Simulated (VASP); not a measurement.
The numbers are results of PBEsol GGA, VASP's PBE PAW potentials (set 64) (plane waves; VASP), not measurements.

VASP ran on this input.

File POSCAR:
```
PtS2
1
    3.5656023076     0.0000000000    -0.0000000000
   -1.7828011538     3.0879022502    -0.0000000000
    0.0000000000     0.0000000000     4.8147175560
Pt S
1 2
Direct
  0.0000000000   0.0000000000   0.0000000000
  0.3333330000   0.6666670000   0.2484973688
  0.6666670000   0.3333330000   0.7515026312
```

**KPOINTS**
```
Automatic mesh
0
Gamma
7 7 4
0 0 0
```

**INCAR**
```
! general
SYSTEM   =  PtS2
PREC     =  Accurate
ENCUT    =  480
LREAL    =  .FALSE.   ! projection in real space or not
LASPH    =  .TRUE.

! electronic loop
EDIFF    =  1E-6   ! SCF stop (eV)
NELM     =  100   ! most electronic steps
ALGO     =  Normal   ! blocked Davidson
LMAXMIX  =  6

! smearing
ISMEAR   =  0   ! Gaussian
SIGMA    =  0.05   ! width (eV)

! functional
GGA      =  PS   ! PBEsol

! ions
IBRION   =  2
NSW      =  60   ! most ionic steps
ISIF     =  3   ! ions, shape and volume
EDIFFG   =  -0.02

! output
LWAVE    =  .FALSE.
LCHARG   =  .FALSE.
```

POTCAR, in this order: Pt S (PBE.64 set). Program: vasp_std.

Without a dispersion term in the relaxation, distances and binding between the weakly bound layers, chains or molecules are unreliable, and so is what depends on them.

Question: What does the run give for the energy per atom (σ→0), volume per atom?

Answer: 
```yaml
energy per atom (σ→0): -546.6 kJ/mol of atoms
volume_per_atom: 17.69 Å³/atom
```

File OSZICAR:
```
...
   2 F= -.16994849E+02 E0= -.16994848E+02  d E =0.116039E-03
       N       E                     dE             d eps       ncg     rms          rms(c)
DAV:   1    -0.169955374151E+02   -0.68790E-03   -0.12551E-02   903   0.102E+00    0.177E-01
DAV:   2    -0.169950882955E+02    0.44912E-03   -0.21210E-03   882   0.517E-01    0.115E-01
DAV:   3    -0.169950160194E+02    0.72276E-04   -0.15567E-04   931   0.142E-01    0.496E-02
DAV:   4    -0.169949985581E+02    0.17461E-04   -0.11174E-04   896   0.635E-02    0.185E-02
DAV:   5    -0.169949987935E+02   -0.23538E-06   -0.43585E-06   987   0.205E-02
   3 F= -.16994999E+02 E0= -.16994998E+02  d E =-.334440E-04
```

The compound is PtS2 in the 1T layered structure. This run relaxes it. Symmetry was kept, so distortions that lower it aren't found. The start is the result of an earlier pass.
